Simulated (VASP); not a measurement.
K (space group Im-3m): computed properties

Calculation: r2SCAN+rVV10, VASP's PBE PAW potentials (set 64) (plane waves; VASP).

```
Property                                                              Result
----------------------------------  ----------------------------------------
space group                                                      Im-3m (229)
cell                                a = b = c = 5.3015 Å, α = β = γ = 90.00°
volume per atom                                               74.50 Å^3/atom
band gap (over mesh and band path)  none (metal, semimetal or under 0.01 eV)
density                                                           0.87 g/cm³
```

```
CELL_PARAMETERS angstrom
     -2.65073     2.65073     2.65073
      2.65073    -2.65073     2.65073
      2.65073     2.65073    -2.65073
ATOMIC_POSITIONS crystal
  K  0.00000 0.00000 0.00000
```

The structure comes from a measured K entry (Im-3m) of the Crystallography Open Database, whose conditions weren't checked. It was relaxed first. Symmetry was kept, so distortions that lower it aren't found.
